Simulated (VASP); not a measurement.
Level of theory: rev-vdW-DF2, VASP's PBE PAW potentials (set 64) (plane waves; VASP).

The input files of a VASP run:

INCAR:
```
AGGAC  =  0.0
ALGO  =  Normal
EDIFF  =  1E-7
ENCUT  =  520
GGA  =  MK
ICHARG  =  11
ISMEAR  =  0
LASPH  =  .TRUE.
LCHARG  =  .FALSE.
LMAXMIX  =  4
LORBIT  =  11
LREAL  =  .FALSE.
LUSE_VDW  =  .TRUE.
LWAVE  =  .FALSE.
NELM  =  100
PARAM1  =  0.1234568
PARAM2  =  0.7114
PREC  =  Accurate
SIGMA  =  0.05
SYSTEM  =  AgCl
ZAB_VDW  =  -1.8867
```

**POSCAR**
```
AgCl
3.905820
  0.0000000000   0.7071068348   0.7071068348
  0.7071068348   0.0000000000   0.7071068348
  0.7071068348   0.7071068348   0.0000000000
Ag Cl
1 1
Cartesian
  0.7071068348   0.7071068348   0.0000000000
  0.7071068348   0.7071068348   0.7071068348
```

### KPOINTS
```
k-points along high-symmetry lines
15
Line-mode
Reciprocal
  0.000000   0.000000   0.000000 ! GAMMA
  0.500000   0.000000   0.500000 ! X

  0.500000   0.000000   0.500000 ! X
  0.625000   0.250000   0.625000 ! U

  0.375000   0.375000   0.750000 ! K
  0.000000   0.000000   0.000000 ! GAMMA

  0.000000   0.000000   0.000000 ! GAMMA
  0.500000   0.500000   0.500000 ! L

  0.500000   0.500000   0.500000 ! L
  0.500000   0.250000   0.750000 ! W

  0.500000   0.250000   0.750000 ! W
  0.500000   0.000000   0.500000 ! X
```

POTCAR, in this order: Ag Cl (PBE.64 set). Program: vasp_std. Read from the step before: CHGCAR.

Output

File OUTCAR:
```
 ion  position               nearest neighbor table
   1  0.000  0.000  0.000-   2 2.76   2 2.76   2 2.76   2 2.76   2 2.76   2 2.76
   2  0.500  0.500  0.500-   1 2.76   1 2.76   1 2.76   1 2.76   1 2.76   1 2.76
  LATTYP: Found a face centered cubic cell.
 ALAT       =     5.5236640350
 Subroutine PRICEL returns:
 Original cell was already a primitive cell.
 Subroutine GETGRP returns: Found 48 space group operations
The static configuration has the point symmetry O_h .
The dynamic configuration has the point symmetry O_h .
 Subroutine INISYM returns: Found 48 space group operations
   k-points           NKPTS =     90   k-points in BZ     NKDIM =     90   number of bands    NBANDS=     13
   number of dos      NEDOS =    301   number of ions     NIONS =      2
   total plane-waves  NPLWV =  27000
   dimension x,y,z NGX =    30 NGY =   30 NGZ =   30
   dimension x,y,z NGXF=    60 NGYF=   60 NGZF=   60
   ions per type =               1   1
   PREC   = accura    normal or accurate (medium, high low for compatibility)
   ISTART =      0    job   : 0-new  1-cont  2-samecut
   ICHARG =     11    charge: 1-file 2-atom 10-const
   ISPIN  =      1    spin polarized calculation?
   LNONCOLLINEAR =      F non collinear calculations
   LSORBIT =      F    spin-orbit coupling
   INIWAV =      1    electr: 0-lowe 1-rand  2-diag
   ENCUT  =  520.0 eV  38.22 Ry    6.18 a.u.   7.26  7.26  7.26*2*pi/ulx,y,z
   NELM   =    100;   NELMIN=  2; NELMDL= -5     # of ELM steps
   EDIFF  = 0.1E-06   stopping-criterion for ELM
   LREAL  =      F    real-space projection
   NLSPLINE    = F    spline interpolate recip. space projectors
   LMAXMIX     =    4 max onsite mixed and CHGCAR
   VOSKOWN=      0    Vosko Wilk Nusair interpolation
   EDIFFG = 0.1E-05   stopping-criterion for IOM
   NSW    =      0    number of steps for IOM
   NBLOCK =      1;   KBLOCK =      1    inner block; outer block
   IBRION =     -1    ionic relax: 0-MD 1-quasi-New 2-CG
   NFREE  =      0    steps in history (QN), initial steepest desc. (CG)
   ISIF   =      2    stress and relaxation
   ISYM   =      2    0-nonsym 1-usesym 2-fastsym
   TEIN   =    0.0    initial temperature
   TEBEG  =    0.0;   TEEND  =   0.0 temperature during run
...
```

OSZICAR:
```
       N       E                     dE             d eps       ncg     rms          rms(c)
DAV:   1     0.104199269241E+03    0.10420E+03   -0.88837E+03  2404   0.125E+03
DAV:   2     0.256615575917E+01   -0.10163E+03   -0.95157E+02  2815   0.256E+02
DAV:   3    -0.132053680779E+01   -0.38867E+01   -0.38753E+01  2740   0.525E+01
DAV:   4    -0.135006060828E+01   -0.29524E-01   -0.29520E-01  2715   0.513E+00
DAV:   5    -0.135047852834E+01   -0.41792E-03   -0.41791E-03  2735   0.610E-01
DAV:   6    -0.135048645405E+01   -0.79257E-05   -0.79257E-05  2795   0.832E-02
DAV:   7    -0.135048662369E+01   -0.16963E-06   -0.16962E-06  2700   0.123E-02
DAV:   8    -0.135048662695E+01   -0.32603E-08   -0.32855E-08  1866   0.185E-03
   1 F= -.13504866E+01 E0= -.13504866E+01  d E =-.109757E-10
```

**OUTCAR**
```
 val. band max:        3.8451912649   @ k =   0.5000   0.5000   0.5000

 cond. band min:       4.6700259305   @ k =   0.0000   0.0000   0.0000



 k-point     1 :       0.0000    0.0000    0.0000
  band No.  band energies     occupation
      1     -11.3315      2.00000
      2       1.3262      2.00000
      3       1.3262      2.00000
      4       1.3262      2.00000
      5       1.3779      2.00000
      6       1.3779      2.00000
      7       1.4991      2.00000
      8       1.4991      2.00000
      9       1.4991      2.00000
     10       4.6700      0.00000
     11      14.6985      0.00000
     12      14.6985      0.00000
     13      14.6985      0.00000

 k-point     2 :       0.0357    0.0000    0.0357
  band No.  band energies     occupation
      1     -11.3244      2.00000
      2       1.0670      2.00000
      3       1.2553      2.00000
      4       1.2553      2.00000
      5       1.3219      2.00000
      6       1.3803      2.00000
      7       1.5708      2.00000
      8       1.5708      2.00000
      9       1.7618      2.00000
     10       4.7655      0.00000
     11      14.5321      0.00000
     12      14.6291      0.00000
     13      14.6291      0.00000

 k-point     3 :       0.0714    0.0000    0.0714
  band No.  band energies     occupation
      1     -11.3037      2.00000
      2       0.6863      2.00000
      3       1.1416      2.00000
      4       1.1416      2.00000
      5       1.3091      2.00000
      6       1.3874      2.00000
      7       1.6862      2.00000
      8       1.6862      2.00000
      9       2.0082      2.00000
     10       5.0387      0.00000
     11      14.1881      0.00000
     12      14.4620      0.00000
     13      14.4620      0.00000

 k-point     4 :       0.1071    0.0000    0.1071
  band No.  band energies     occupation
      1     -11.2706      2.00000
      2       0.3158      2.00000
      3       1.0309      2.00000
      4       1.0309      2.00000
...
```

The density is held fixed in this step, so its total energy and stress have no physical meaning.

The compound is AgCl in the rock salt structure. It was relaxed first.
